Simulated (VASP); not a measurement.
Consider the following.

```
CELL_PARAMETERS angstrom
      1.49000    -2.58076     0.00000
      1.49000     2.58076     0.00000
      0.00000     0.00000     5.62000
ATOMIC_POSITIONS crystal
  Cd 0.33333 0.66667 0.25000
  Cd 0.66667 0.33333 0.75000
```

These are PBE GGA, VASP's PBE PAW potentials (set 64) (plane waves; VASP) values and carry that method's errors. Numerical set-up: 400 eV cut-off, 13×13×6 Γ-centred mesh, first-order Methfessel-Paxton smearing of 0.10 eV, potentials Cd.

Give the stress tensor in GPa (positive for a compressed cell).

```
2.60  0.00  0.00
0.00  2.60  0.00
0.00  0.00  1.09
```
The pressure is its mean diagonal, 2.10 GPa.

The compound is Cd in the hcp structure. The cell was not relaxed at this level. The run is one of a series of settings (EDIFF = 1E-8 against the base run), some of them coarse on purpose.
